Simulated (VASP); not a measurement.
Computed with r2SCAN meta-GGA, VASP's PBE PAW potentials (set 64) (plane waves; VASP).

VASP ran on this input.

**POSCAR**
```
CdSe
1
    0.0000000000     3.0629697318     3.0629697318
    3.0629697318     0.0000000000     3.0629697318
    3.0629697318     3.0629697318     0.0000000000
Cd Se
1 1
Direct
  0.0000000000   0.0000000000   0.0000000000
  0.2500000000   0.2500000000   0.2500000000
```

**INCAR**
```
ALGO = Normal
CSHIFT = 0.1
EDIFF = 1E-7
ENCUT = 400
ISMEAR = 0
LASPH = .TRUE.
LCHARG = .FALSE.
LMAXMIX = 4
LMIXTAU = .TRUE.
LOPTICS = .TRUE.
LPEAD = .TRUE.
LREAL = .FALSE.
LWAVE = .FALSE.
METAGGA = R2SCAN
NBANDS = 39
NEDOS = 1001
NELM = 100
PREC = Accurate
SIGMA = 0.01
SYSTEM = CdSe
```

**KPOINTS**
```
Automatic mesh
0
Gamma
13 13 13
0 0 0
```

POTCAR, in this order: Cd Se (PBE.64 set). Program: vasp_std.

What VASP printed:

**OSZICAR**
```
       N       E                     dE             d eps       ncg     rms          rms(c)
DAV:   1     0.923792694891E+02    0.92379E+02   -0.63649E+03  6936   0.339E+02
DAV:   2    -0.344812720246E+02   -0.12686E+03   -0.11057E+03  7711   0.126E+02
DAV:   3    -0.407770726545E+02   -0.62958E+01   -0.62423E+01  8086   0.305E+01
DAV:   4    -0.407997566510E+02   -0.22684E-01   -0.22682E-01  7593   0.191E+00
DAV:   5    -0.407998365186E+02   -0.79868E-04   -0.79867E-04  7741   0.980E-02    0.597E+00
DAV:   6    -0.358802378878E+02    0.49196E+01   -0.15874E+00  6993   0.101E+01    0.789E+00
DAV:   7    -0.358688701301E+02    0.11368E-01   -0.28000E-01  6636   0.242E+00    0.440E+00
DAV:   8    -0.357836756227E+02    0.85195E-01   -0.15742E-01  6580   0.175E+00    0.668E-01
DAV:   9    -0.359095749530E+02   -0.12590E+00   -0.62132E-02  6937   0.900E-01    0.514E-01
DAV:  10    -0.358972903696E+02    0.12285E-01   -0.66158E-03  6867   0.314E-01    0.265E-01
DAV:  11    -0.359109092401E+02   -0.13619E-01   -0.75090E-03  6629   0.369E-01    0.103E-01
DAV:  12    -0.359125414083E+02   -0.16322E-02   -0.73613E-04  7666   0.114E-01    0.869E-02
DAV:  13    -0.359126729533E+02   -0.13154E-03   -0.48193E-04  7084   0.816E-02    0.161E-02
DAV:  14    -0.359128337620E+02   -0.16081E-03   -0.21981E-05  7399   0.164E-02    0.969E-03
DAV:  15    -0.359128936375E+02   -0.59875E-04   -0.31033E-05  7163   0.202E-02    0.438E-03
DAV:  16    -0.359128968544E+02   -0.32169E-05   -0.32408E-06  7684   0.839E-03    0.184E-03
DAV:  17    -0.359128976478E+02   -0.79337E-06   -0.34185E-07  7371   0.297E-03    0.125E-03
DAV:  18    -0.359128982167E+02   -0.56886E-06   -0.33285E-07  7217   0.250E-03    0.444E-04
DAV:  19    -0.359128981805E+02    0.36128E-07   -0.23940E-08  6741   0.710E-04
   1 F= -.35912898E+02 E0= -.35912898E+02  d E =-.893689E-16
 imaginary and real dielectric function
```

**OUTCAR**
```
------------------------ aborting loop because EDIFF is reached ----------------------------------------
  FORCE on cell =-STRESS in cart. coord.  units (eV):
  Direction    XX          YY          ZZ          XY          YZ          ZX
  --------------------------------------------------------------------------------------
  Total        0.0160392      0.0160392      0.0160392     -0.0000000      0.0000000     -0.0000000
  in kB        0.4471324      0.4471324      0.4471324     -0.0000000      0.0000000     -0.0000000
  external PRESSURE =       0.4471324 kB  Pullay stress =       0.0000000 kB
  volume of cell :       57.47
      direct lattice vectors                 reciprocal lattice vectors
     0.000000000  3.062969732  3.062969732    -0.163240268  0.163240268  0.163240268
     3.062969732  0.000000000  3.062969732     0.163240268 -0.163240268  0.163240268
     3.062969732  3.062969732  0.000000000     0.163240268  0.163240268 -0.163240268
  FREE ENERGIE OF THE ION-ELECTRON SYSTEM (eV)
  ---------------------------------------------------
  free  energy   TOTEN  =       -35.9128981805 eV

  energy  without entropy=      -35.9128981805  energy(sigma->0) =      -35.91289818

 plasma frequency squared (from intraband transitions) (eV^2)
  --------------------------------------------------------------------------------------
       0.000       0.000       0.000
       0.000       0.000       0.000
       0.000       0.000       0.000

 plasma frequency squared (from interband transitions, int dw w eps(2)(w)) (eV^2)
  --------------------------------------------------------------------------------------
     311.895       0.000       0.000      -0.000      -0.000      -0.000
       0.000       0.000     311.895       0.000      -0.000       0.000
      -0.000       0.000      -0.000      -0.000     311.895       0.000
```
(Selected blocks of OUTCAR.)

The compound is CdSe in the zinc blende structure, whereas wurtzite is the usual form. It was relaxed first.
